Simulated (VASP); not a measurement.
SiC3:

```
C Si
1.0
     1.46681    0.84687    4.67007
    -1.46681    0.84687    4.67007
     0.00000   -1.69373    4.67007
C Si
3 1
Direct
  0.00768 0.00768 0.00768
  0.49001 0.49001 0.49001
  0.37965 0.37965 0.37965
  0.87266 0.87266 0.87266
```

The cell was built by a generator and needn't be a form met in nature.

The cell isn't the ideal one: biaxial_xy strain +3.6%.

Base run:

* Program: VASP 6.6.1
* Functional: r2SCAN
* Potentials or basis: VASP PAW PBE potentials, release 64 (C, Si)
* Cutoff: 520 eV
* k mesh: 10 × 10 × 10
* Occupations: gaussian, width 0.01 eV
* Spin: no spin polarisation

Its results: band gap on the k mesh 2.08 eV, indirect (least direct gap 3.00 eV); pressure -15.9 GPa; largest force 0.070 eV/Å.

**Question.** The run is repeated on the same cell with these changes: functional from r2SCAN to PBE; occupations from gaussian, width 0.01 eV to fermi-dirac, width 0.02 eV. What comes out?

**Answer.** Band gap on the k mesh 1.82 eV, indirect (least direct gap 2.86 eV); pressure -12.5 GPa; largest force 0.238 eV/Å.

Caveats: so large a pressure means that the cell lies far from this level's equilibrium, or that cutoff or potentials fall short (some runs); the potentials were made for another functional, which shifts forces and pressure (some runs).

A k mesh can miss the band edges.

Not every run made on this cell is shown here.
